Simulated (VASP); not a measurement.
Consider the following.

```
CELL_PARAMETERS angstrom
      5.85276     0.00000     0.00000
      0.00000     5.85276     0.00000
      0.00000     0.00000     5.85276
ATOMIC_POSITIONS crystal
  Cs 0.00000 0.00000 0.00000
  Pb 0.50000 0.50000 0.50000
  Cl 0.50000 0.00000 0.50000
  Cl 0.00000 0.50000 0.50000
  Cl 0.50000 0.50000 0.00000
```

All values below come from RPBE GGA, VASP's PBE PAW potentials (set 64) (plane waves; VASP). Run with 520 eV cut-off, 4×4×4 Γ-centred mesh, Gaussian smearing of 0.050 eV, potentials Cs_sv Pb_d Cl.

Unless said otherwise, spin-orbit coupling is left out, though it shifts the bands of the heavy elements here.

**Question.** What does the run give for the energy per atom (σ→0), band gap (on the k-mesh) with the smallest direct gap where there is one?

**Answer.** 
| Item | Result |
|---|---|
| band gap (on the k-mesh) | 2.54 eV |
| smallest direct gap (on the k-mesh) | 2.54 eV |
| energy per atom (σ→0) | -3.326 eV/atom |

The absolute energy has meaning only against runs of the same code, potentials and settings.

The compound is CsPbCl3 in the cubic perovskite structure, the ideal cubic form; the compound distorts at low or room temperature. It was relaxed first, which changed the volume by +14 %. The start is the result of an earlier pass.
